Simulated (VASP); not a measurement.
Computed with PBEsol GGA, VASP's PBE PAW potentials (set 64) (plane waves; VASP).

The input files of a VASP run:

**KPOINTS**
```
Automatic
0
G
18 18 18
```

**INCAR**
```
ALGO=Normal
EDIFF=1E-7
ENCUT=520
GGA=PS
ISIF=2
ISMEAR=1
ISPIN=2
LASPH=.True.
LCHARG=.False.
LMAXMIX=4
LORBIT=10
LREAL=.False.
LWAVE=.False.
MAGMOM=0.6
NELM=100
PREC=Accurate
SIGMA=0.1
SYSTEM=Ni
```

### POSCAR
```
Ni
1.7306410
  0.0000000000   0.9999998973   0.9999998973
  0.9999998973   0.0000000000   0.9999998973
  0.9999998973   0.9999998973   0.0000000000
Ni
1
Cart
  0.0000000000   0.0000000000   0.0000000000
```

POTCAR, in this order: Ni (PBE.64 set). Program: vasp_std.

Question: What will the output report for the number of irreducible k-points (NKPTS), largest plane-wave count, number of space-group operations, FFT grid (NGX, NGY, NGZ)?

Answer: 
```yaml
number of irreducible k-points (NKPTS): 195
largest_plane_wave_count: 292
number_of_space_group_operations: 48
FFT grid (NGX, NGY, NGZ): 18 × 18 × 18
```

The compound is Ni in the fcc structure. It was relaxed first.
